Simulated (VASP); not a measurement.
Here is the system:

```
CELL_PARAMETERS angstrom
      0.00000     3.30853     3.30853
      3.30853     0.00000     3.30853
      3.30853     3.30853     0.00000
ATOMIC_POSITIONS crystal
  Te 0.50000 0.50000 0.50000
  Pb 0.00000 0.00000 0.00000
```

All values below come from optB88-vdW, VASP's PBE PAW potentials (set 64) (plane waves; VASP). Run with 520 eV cut-off, 7×7×7 Γ-centred mesh, Gaussian smearing of 0.050 eV, potentials Te Pb_d.

Problem. Give the stress tensor in GPa (positive for a compressed cell).

Solution. 
```
-1.13   0.00   0.00
 0.00  -1.13   0.00
 0.00   0.00  -1.13
```
The pressure is its mean diagonal, -1.13 GPa.

The compound is PbTe in the rock salt structure. This cell is one point of a volume scan, at 1.03 of the reference volume.
